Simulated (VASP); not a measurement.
# CdGe62 (a cell with a defect) in VASP: relaxation of the atoms with PBEsol

Aim: the relaxation of the atoms of CdGe62 (a cell with a defect) with PBEsol.

All numbers are computed with VASP 6.6.1; they aren't measurements. Logs are shortened: lines on timing, memory, paths and dates and some standing lists are left out, and cuts for length are marked.

### 1 Starting point

The cell holds a defect, 63 atoms: a = 11.380 Å, b = 11.380 Å, c = 11.380 Å, α = 90.00°, β = 90.00°, γ = 90.00°.

The cell was built by a generator and needn't be a form met in nature.

### 2 Relaxation of the atoms, PBEsol

INCAR

```
SYSTEM = CdGe62
ALGO = Normal
EDIFF = 1E-7
EDIFFG = -0.01
ENCUT = 360
GGA = PS
IBRION = 2
ISIF = 2
ISMEAR = 0
LASPH = .True.
LCHARG = .False.
LREAL = .False.
LWAVE = .False.
NELECT = 261
NELM = 60
NSW = 60
PREC = Accurate
SIGMA = 0.02
```

KPOINTS

```
k-points
0
Gamma
  2 2 2
  0 0 0
```

POSCAR

```
CdGe62
1.0
   11.3800000000      0.0000000000      0.0000000000
    0.0000000000     11.3800000000      0.0000000000
    0.0000000000      0.0000000000     11.3800000000
Cd Ge
1 62
Direct
    0.0629685600      0.0621486300      0.0650813500
    0.9997322900      0.2501164000      0.2516805100
    0.2490344400      0.9993717100      0.2501992200
    0.2496497000      0.2487333500      0.9997824300
    0.1246189400      0.3756408500      0.3732320800
    0.3742564500      0.1262227200      0.3769723900
    0.3733952100      0.3756847900      0.1239586500
    0.9990900700      0.9990741100      0.4995513200
    0.0010581700      0.2507565500      0.7500628100
    0.2496141800      0.0000034900      0.7498875100
    0.2508421800      0.2493293000      0.4999934200
    0.1248926700      0.1249444500      0.6252646600
    0.1252099000      0.3764175400      0.8749077400
    0.3766582600      0.1246752000      0.8744926700
    0.3751069800      0.3753774600      0.6252863100
    0.0013720000      0.5012099200      0.0005250700
    0.9996428300      0.7498931500      0.2515009500
    0.2502349600      0.4986080300      0.2492677200
    0.2493867100      0.7512235800      0.9998862000
    0.1274001100      0.6256973000      0.1251325400
    0.1245373100      0.8760324000      0.3747443800
    0.3741248200      0.6256033300      0.3750135500
    0.3762627200      0.8749218500      0.1219631600
    0.0008382700      0.4980059400      0.5016340800
    0.0019341900      0.7495465200      0.7487631500
    0.2485163800      0.5009267100      0.7497853600
    0.2493645700      0.7497415000      0.5022178900
    0.1253684100      0.6257919200      0.6258250300
    0.1260815100      0.8761271000      0.8742455200
    0.3747714800      0.6241921100      0.8742447800
    0.3762122200      0.8744671600      0.6249159500
    0.4992642600      0.9993698400      0.0008370700
    0.4995269800      0.2494880100      0.2505241300
    0.7505314900      0.0008415100      0.2501813400
    0.7481376200      0.2506693400      0.0005292000
    0.6260812100      0.1241011000      0.1276769600
    0.6236912700      0.3757719900      0.3750488000
    0.8744826900      0.1258666900      0.3747011400
    0.8725196900      0.3737604100      0.1254860100
    0.5023766000      0.9984269800      0.4999820000
    0.5015406000      0.2506444600      0.7496011100
    0.7484899900      0.9981085100      0.7492057600
    0.7496087700      0.2476115600      0.4982014100
    0.6253224600      0.1245656700      0.6241984100
    0.6245672400      0.3741370400      0.8759849700
    0.8767415400      0.1272020700      0.8757537700
    0.8757934400      0.3765537300      0.6268461400
    0.5015559700      0.5012873800      0.9993260300
    0.4983012100      0.7509314900      0.2499003500
    0.7499408800      0.4990554800      0.2486184600
    0.7514890300      0.7504939100      0.9988689900
    0.6254146100      0.6253245300      0.1255541800
    0.6273716200      0.8749631500      0.3736411100
    0.8750388100      0.6243136000      0.3755825500
    0.8752235800      0.8753679700      0.1243978200
    0.5004393000      0.4994581400      0.5005493000
    0.4996803500      0.7488123100      0.7505294100
    0.7492501700      0.5015333300      0.7504704000
    0.7504966800      0.7501076200      0.4999369700
    0.6224654500      0.6262978800      0.6241356700
    0.6260155000      0.8743219400      0.8748480100
    0.8747619200      0.6238971700      0.8748176500
    0.8755058500      0.8745601600      0.6236576100
```

Potentials or basis: VASP PAW PBE potentials, release 64 (Cd, Ge).

Command:

```sh
> cat potpaw_PBE.64/Cd/POTCAR potpaw_PBE.64/Ge/POTCAR > POTCAR
> mpirun -np 8 vasp_std > vasp.out
```

OUTCAR:

```text
SYSTEM = CdGe62
   EDIFF = 1E-7
   EDIFFG = -0.01
   ENCUT = 360
   GGA = PS
   IBRION = 2
   ISIF = 2
   ISMEAR = 0
   LASPH = .True.
   LREAL = .False.
   NELECT = 261
   NELM = 60
   NSW = 60
   PREC = Accurate

 ion  position               nearest neighbor table
   1  0.063  0.062  0.065-   3 3.07  55 3.09   4 3.09   2 3.10  46 3.11  29 3.12
   2  1.000  0.250  0.252-   5 2.44  38 2.45  39 2.48   1 3.10
   3  0.249  0.999  0.250-  21 2.45   6 2.49  23 2.50   1 3.07
   4  0.250  0.249  1.000-   7 2.46  14 2.47  13 2.48   1 3.09
   5  0.125  0.376  0.373-   2 2.44  18 2.45  24 2.46  11 2.49
   6  0.374  0.126  0.377-  11 2.43  33 2.46   3 2.49  40 2.49
   7  0.373  0.376  0.124-  18 2.44   4 2.46  48 2.49  33 2.49
[... 54 lines left out ...]
  62  0.875  0.624  0.875-  58 2.45  51 2.46  16 2.46  25 2.49
  63  0.876  0.875  0.624-   8 2.45  59 2.45  42 2.47  25 2.47

  LATTYP: Found a simple cubic cell.
 ALAT       =    11.3800000000

  Lattice vectors:

 A1 = (  11.3800000000,   0.0000000000,   0.0000000000)
 A2 = (   0.0000000000,  11.3800000000,   0.0000000000)
 A3 = (   0.0000000000,   0.0000000000,  11.3800000000)

Analysis of symmetry for initial positions (statically):
=====================================================================
 Subroutine PRICEL returns:
 Original cell was already a primitive cell.

 Routine SETGRP: Setting up the symmetry group for a
 simple cubic supercell.

 Subroutine GETGRP returns: Found  1 space group operations
 (whereof  1 operations were pure point group operations)
 out of a pool of 48 trial point group operations.

The static configuration has the point symmetry C_1 .

Analysis of symmetry for dynamics (positions and initial velocities):
=====================================================================
 Subroutine PRICEL returns:
 Original cell was already a primitive cell.

 Routine SETGRP: Setting up the symmetry group for a
 simple cubic supercell.

 Subroutine GETGRP returns: Found  1 space group operations
 (whereof  1 operations were pure point group operations)
 out of a pool of 48 trial point group operations.

The dynamic configuration has the point symmetry C_1 .

 Subroutine INISYM returns: Found  1 space group operations
 (whereof  1 operations are pure point group operations),
 and found     1 'primitive' translations

----------------------------------------------------------------------------------------

                                     Primitive cell

  volume of cell :    1473.7601

  direct lattice vectors                    reciprocal lattice vectors
    11.380000000  0.000000000  0.000000000     0.087873462  0.000000000  0.000000000
     0.000000000 11.380000000  0.000000000     0.000000000  0.087873462  0.000000000
     0.000000000  0.000000000 11.380000000     0.000000000  0.000000000  0.087873462

  length of vectors
    11.380000000 11.380000000 11.380000000     0.087873462  0.087873462  0.087873462

  position of ions in fractional coordinates (direct lattice)
     0.062968560  0.062148630  0.065081350
     0.999732290  0.250116400  0.251680510
     0.249034440  0.999371710  0.250199220
     0.249649700  0.248733350  0.999782430
     0.124618940  0.375640850  0.373232080
     0.374256450  0.126222720  0.376972390
[... 55 lines left out ...]
     0.874761920  0.623897170  0.874817650
     0.875505850  0.874560160  0.623657610

  ion indices of the primitive-cell ions
   primitive index   ion index
                 1           1
                 2           2
                 3           3
                 4           4
                 5           5
                 6           6
[... 55 lines left out ...]
                62          62
                63          63

----------------------------------------------------------------------------------------

 KPOINTS: k-points

Automatic generation of k-mesh.
 Grid dimensions read from file:
[... 25 lines left out ...]
  0.000000  0.000000  0.500000      1.000000
  0.500000  0.500000  0.000000      1.000000
  0.000000  0.500000  0.500000      1.000000
  0.500000  0.000000  0.500000      1.000000
  0.500000  0.500000  0.500000      1.000000
   k-points           NKPTS =      8   k-points in BZ     NKDIM =      8   number of bands    NBANDS=    168
   number of dos      NEDOS =    301   number of ions     NIONS =     63
   total plane-waves  NPLWV = 343000
   dimension x,y,z NGX =    70 NGY =   70 NGZ =   70
   dimension x,y,z NGXF=   140 NGYF=  140 NGZF=  140
   ions per type =               1  62
   NGX,Y,Z   is equivalent  to a cutoff of  10.23, 10.23, 10.23 a.u.
   NGXF,Y,Z  is equivalent  to a cutoff of  20.45, 20.45, 20.45 a.u.
 SYSTEM =  CdGe62
   PREC   = accura    normal or accurate (medium, high low for compatibility)
   ISTART =      0    job   : 0-new  1-cont  2-samecut
   ICHARG =      2    charge: 1-file 2-atom 10-const
   ISPIN  =      1    spin polarized calculation?
   LNONCOLLINEAR =      F non collinear calculations
   LSORBIT =      F    spin-orbit coupling
   LASPH  =      T    aspherical Exc in radial PAW
   ENCUT  =  360.0 eV  26.46 Ry    5.14 a.u.  17.61 17.61 17.61*2*pi/ulx,y,z
   NELM   =     60;   NELMIN=  2; NELMDL= -5     # of ELM steps
   EDIFF  = 0.1E-06   stopping-criterion for ELM
   LREAL  =      F    real-space projection
   EDIFFG = -.1E-01   stopping-criterion for IOM
   NSW    =     60    number of steps for IOM
   IBRION =      2    ionic relax: 0-MD 1-quasi-New 2-CG
   NFREE  =      1    steps in history (QN), initial steepest desc. (CG)
   ISIF   =      2    stress and relaxation
   ISYM   =      2    0-nonsym 1-usesym 2-fastsym
   POTIM  = 0.5000    time-step for ionic-motion
   TEBEG  =    0.0;   TEEND  =   0.0 temperature during run
   PSTRESS=    0.0 pullay stress
   NELECT =     261.0000    total number of electrons
   NUPDOWN=      -1.0000    fix difference up-down
   EMIN   =  10.00;   EMAX   =-10.00  energy-range for DOS
   EFERMI =   0.00;   METHOD = LEGACY
   ISMEAR =     0;   SIGMA  =   0.02  broadening in eV -4-tet -1-fermi 0-gaus
   EFERMI_NEDOS =   21; number of points for ismear=-14 and -15
   IALGO  =     38    algorithm
   IMIX   =      4    mixing-type and parameters
     AMIX     =   0.40;   BMIX     =  1.00
     AMIX_MAG =   1.60;   BMIX_MAG =  1.00
  volume/ion in A,a.u.               =      23.39       157.86
  Fermi-wavevector in a.u.,A,eV,Ry     =   0.919347  1.737314 11.499626  0.845199
  Thomas-Fermi vector in A             =   2.044531
   LORBIT       =      0    0 simple, 1 ext, 2 COOP (PROOUT), +10 PAW based schemes
   GGA     = PS    functional components
   LHFCALC =     F    Hartree Fock is set to
   AEXX    =    0.0000 exact exchange contribution
   IVDW    =     0    specifies the selected vdW correction
   LEPSILON=     F    determine dielectric tensor
   LRPA    =     F    only Hartree local field effects (RPA)
 conjugate gradient relaxation of ions
 non-spin polarized calculation
 Gauss-broadening in eV      SIGMA  =   0.02
  energy-cutoff  :      360.00
  volume of cell :     1473.76
 maximum number of plane-waves:     22896
   NGX = 35   NGY = 35   NGZ = 35

--------------------------------------- Ionic step        1  -------------------------------------------

 number of electron     260.9999981 magnetization

 Free energy of the ion-electron system (eV)
  ---------------------------------------------------
  ext. energy  EPLUGINS =         0.00000000
  ---------------------------------------------------
  free energy    TOTEN  =      -298.29764228 eV

  energy without entropy =     -298.29412191  energy(sigma->0) =     -298.29588209

------------------------ aborting loop because EDIFF is reached ----------------------------------------

  FORCE on cell =-STRESS in cart. coord.  units (eV):
  Direction    XX          YY          ZZ          XY          YZ          ZX
  --------------------------------------------------------------------------------------
  -------------------------------------------------------------------------------------
  Total        7.2633033      7.0773501      7.3657334     -2.0107258     -2.3446533     -4.1549183
  in kB        7.8961970      7.6940406      8.0075525     -2.1859320     -2.5489565     -4.5169604
  external PRESSURE =       7.8659300 kB  Pullay stress =       0.0000000 kB
[... 272 lines left out ...]
  FREE ENERGIE OF THE ION-ELECTRON SYSTEM (eV)
  ---------------------------------------------------
  free  energy   TOTEN  =      -298.8947223741 eV

  energy  without entropy=     -298.8916912068  energy(sigma->0) =     -298.89320679

[... ionic steps 4 to 15 ...]

--------------------------------------- Ionic step       16  -------------------------------------------

 number of electron     260.9999991 magnetization

------------------------ aborting loop because EDIFF is reached ----------------------------------------
[... 189 lines left out ...]
--------------------------------------- Ionic step       18  -------------------------------------------

 number of electron     260.9999990 magnetization

 Free energy of the ion-electron system (eV)
  ---------------------------------------------------
  ext. energy  EPLUGINS =         0.00000000
  ---------------------------------------------------
  free energy    TOTEN  =      -299.45004316 eV

  energy without entropy =     -299.44495755  energy(sigma->0) =     -299.44750036

 E-fermi :   3.1736     XC(G=0):  -9.2115

 val. band max:        3.1612114558   @ k =   0.0000   0.0000   0.0000
 cond. band min:       3.1771668018   @ k =   0.0000   0.0000   0.5000
 fundamental gap:      0.0159553460
 Fermi energy:         3.1735854110

 k-point     1 :       0.0000    0.0000    0.0000
  band No.  band energies     occupation
      1      -9.2051      2.00000
      2      -8.2464      2.00000
      3      -8.2458      2.00000
      4      -8.2404      2.00000
      5      -8.2395      2.00000
      6      -8.2043      2.00000
[... 1149 lines left out ...]
    141       4.4472      0.00000
    142       4.4831      0.00000
 [bands above 142 left out]

------------------------ aborting loop because EDIFF is reached ----------------------------------------

  FORCE on cell =-STRESS in cart. coord.  units (eV):
  Direction    XX          YY          ZZ          XY          YZ          ZX
  --------------------------------------------------------------------------------------
  -------------------------------------------------------------------------------------
  Total       -0.0526456     -0.0519813     -0.0541800     -1.9952575     -1.9817404     -1.9960108
  in kB       -0.0572330     -0.0565108     -0.0589010     -2.1691158     -2.1544209     -2.1699347
  external PRESSURE =      -0.0575482 kB  Pullay stress =       0.0000000 kB
[... 78 lines left out ...]
  FREE ENERGIE OF THE ION-ELECTRON SYSTEM (eV)
  ---------------------------------------------------
  free  energy   TOTEN  =      -299.4500431630 eV

  energy  without entropy=     -299.4449575492  energy(sigma->0) =     -299.44750036

 reached required accuracy - stopping structural energy minimisation
```

Run time: 2.7 h. Hardware: 8 MPI ranks of Intel Xeon Platinum 8375C at 2.90GHz (Ice Lake), shared host; peak memory 0.36 GiB.

What came out:

```
Free energy                  : -299.4500 eV
Energy gained by relaxing    : 18.3 meV/atom
Ionic steps                  : 18
Largest force after relaxing : 0.009 eV/Å
Band gap on the k mesh       : none (metal or under the smearing width)
```

Forces in eV/Å, atoms in the order of the input:
```
Cd  -0.002 -0.001  0.000
Ge  -0.003  0.004  0.007
Ge   0.003  0.001  0.002
Ge   0.001  0.003 -0.001
Ge   0.003  0.001  0.003
Ge   0.002  0.002  0.002
Ge   0.002  0.000 -0.003
Ge  -0.001 -0.001  0.000
Ge   0.001  0.007 -0.006
Ge   0.002 -0.002 -0.003
Ge   0.000  0.004 -0.003
Ge   0.002  0.001 -0.005
Ge   0.002  0.003 -0.003
Ge   0.003 -0.001  0.000
Ge  -0.003 -0.002  0.001
Ge   0.000  0.004  0.000
Ge   0.003 -0.003  0.001
Ge   0.000 -0.004  0.001
Ge   0.003 -0.006 -0.001
Ge   0.001 -0.002  0.002
Ge  -0.002 -0.004  0.003
Ge  -0.001  0.001 -0.001
Ge   0.006 -0.004  0.000
Ge   0.001  0.001  0.004
Ge  -0.001 -0.004 -0.002
Ge   0.000  0.005 -0.004
Ge  -0.003 -0.001  0.004
Ge  -0.001 -0.002 -0.003
Ge   0.005 -0.003 -0.005
Ge   0.003 -0.003 -0.004
Ge   0.002 -0.003  0.001
Ge   0.008  0.002  0.000
Ge  -0.001  0.001  0.000
Ge  -0.004  0.001  0.001
Ge  -0.008  0.001  0.003
Ge  -0.006  0.001  0.002
Ge  -0.001 -0.002 -0.003
Ge  -0.001 -0.001  0.004
Ge  -0.002  0.004 -0.002
Ge   0.001  0.002 -0.003
Ge   0.004  0.002 -0.003
Ge  -0.004  0.000 -0.004
Ge  -0.002  0.001  0.003
Ge   0.003 -0.002 -0.001
Ge  -0.003  0.003  0.001
Ge  -0.002  0.002 -0.002
Ge  -0.001  0.003 -0.004
Ge   0.001  0.001  0.002
Ge   0.003 -0.003  0.003
Ge  -0.004  0.002  0.001
Ge  -0.002 -0.002 -0.002
Ge  -0.001  0.002  0.002
Ge   0.000 -0.003  0.000
Ge  -0.001 -0.004  0.002
Ge  -0.003 -0.002  0.003
Ge   0.000 -0.004 -0.002
Ge  -0.001  0.001  0.004
Ge   0.002 -0.002  0.003
Ge   0.002  0.004 -0.002
Ge  -0.002  0.004  0.001
Ge  -0.001 -0.002 -0.002
Ge  -0.001  0.001  0.000
Ge  -0.002  0.000  0.002
```

The path:
| step | energy change (eV) | largest force (eV/Å) | pressure (GPa) |
| --- | --- | --- | --- |
| 1 | 0.0000 | 1.1709 | 0.79 |
| 2 | -0.4176 | 0.8718 | 0.62 |
| 3 | -0.5971 | 0.6780 | 0.47 |
| 4 | -0.9055 | 0.4213 | 0.26 |
| 5 | -1.0340 | 0.3512 | 0.07 |
| 6 | -1.1145 | 0.1226 | 0.04 |
| 7 | -1.1275 | 0.1512 | 0.02 |
| 8 | -1.1431 | 0.0657 | 0.01 |
| 9 | -1.1434 | 0.0693 | 0.01 |
| 10 | -1.1476 | 0.0334 | 0.00 |
| 11 | -1.1481 | 0.0365 | -0.01 |
| 12 | -1.1495 | 0.0229 | -0.01 |
| 13 | -1.1496 | 0.0302 | -0.01 |
| 14 | -1.1506 | 0.0210 | -0.01 |
| 15 | -1.1512 | 0.0290 | -0.01 |
| 16 | -1.1519 | 0.0206 | -0.01 |
| 17 | -1.1522 | 0.0158 | -0.01 |
| 18 | -1.1524 | 0.0089 | -0.01 |

Final structure:
```
Cd Ge
1.0
    11.38000    0.00000    0.00000
     0.00000   11.38000    0.00000
     0.00000    0.00000   11.38000
Cd Ge
1 62
Direct
  0.06288 0.06271 0.06269
  0.00731 0.23319 0.23314
  0.23329 0.00711 0.23331
  0.23340 0.23328 0.00718
  0.12035 0.36709 0.36707
  0.36717 0.12026 0.36711
  0.36722 0.36712 0.12040
  0.00026 0.00021 0.49905
  0.99852 0.24877 0.75280
  0.24894 0.99846 0.75273
  0.24855 0.24845 0.49684
  0.12491 0.12483 0.62605
  0.12655 0.37231 0.87616
  0.37242 0.12656 0.87606
  0.37359 0.37353 0.62322
  0.00022 0.49902 0.00018
  0.99850 0.75271 0.24893
  0.24853 0.49688 0.24849
  0.24888 0.75276 0.99850
  0.12486 0.62602 0.12484
  0.12662 0.87607 0.37243
  0.37364 0.62324 0.37345
  0.37236 0.87612 0.12655
  0.00126 0.49848 0.49848
  0.00486 0.75802 0.75796
  0.25004 0.49957 0.75037
  0.25012 0.75023 0.49963
  0.12396 0.62655 0.62661
  0.11775 0.89198 0.89196
  0.37477 0.62545 0.87514
  0.37480 0.87508 0.62542
  0.49902 0.00018 0.00018
  0.49696 0.24844 0.24852
  0.75279 0.99845 0.24889
  0.75285 0.24890 0.99840
  0.62614 0.12484 0.12478
  0.62332 0.37350 0.37358
  0.87620 0.12656 0.37231
  0.87618 0.37233 0.12657
  0.49854 0.00118 0.49855
  0.49970 0.24996 0.75027
  0.75806 0.00470 0.75800
  0.75039 0.24993 0.49966
  0.62663 0.12384 0.62661
  0.62552 0.37472 0.87501
  0.89199 0.11764 0.89197
  0.87521 0.37468 0.62546
  0.49855 0.49843 0.00113
  0.49974 0.75029 0.24987
  0.75037 0.49961 0.24998
  0.75806 0.75796 0.00479
  0.62666 0.62648 0.12378
  0.62543 0.87510 0.37476
  0.87511 0.62543 0.37476
  0.89202 0.89192 0.11776
  0.49986 0.49984 0.49981
  0.50190 0.75151 0.75152
  0.75165 0.50182 0.75151
  0.75154 0.75150 0.50183
  0.62534 0.62520 0.62527
  0.62829 0.87655 0.87661
  0.87665 0.62827 0.87653
  0.87663 0.87654 0.62819
```

Levels at points of the mesh, in eV from the Fermi level:
| k point | band 127 | band 128 | band 129 | band 130 | band 131 | band 132 | band 133 | band 134 |
| --- | --- | --- | --- | --- | --- | --- | --- | --- |
| (0.00, 0.00, 0.00) | -0.55 | -0.35 | -0.35 | -0.01 | 0.20 | 0.32 | 0.32 | 0.43 |
| (0.50, 0.00, 0.00) | -0.79 | -0.78 | -0.62 | -0.40 | -0.29 | 0.00 | 0.71 | 0.73 |
| (0.00, 0.50, 0.00) | -0.79 | -0.78 | -0.62 | -0.40 | -0.29 | 0.00 | 0.71 | 0.73 |
| (0.00, 0.00, 0.50) | -0.79 | -0.78 | -0.62 | -0.40 | -0.29 | 0.00 | 0.71 | 0.73 |
| (0.50, 0.50, 0.00) | -0.92 | -0.80 | -0.31 | -0.19 | 0.04 | 0.36 | 0.97 | 1.22 |
| (0.00, 0.50, 0.50) | -0.92 | -0.80 | -0.31 | -0.19 | 0.04 | 0.36 | 0.97 | 1.22 |
| (0.50, 0.00, 0.50) | -0.92 | -0.80 | -0.31 | -0.19 | 0.04 | 0.36 | 0.97 | 1.22 |
| (0.50, 0.50, 0.50) | -0.56 | -0.55 | -0.31 | -0.31 | 0.27 | 0.27 | 0.74 | 0.75 |

Caveat: the cell carries a net charge on a neutralising background, which shifts energy and pressure; the cell is charged against a uniform background, so pressure and absolute levels hang on convention; the PAW data sets were made with another functional, which shifts forces and pressure a little.
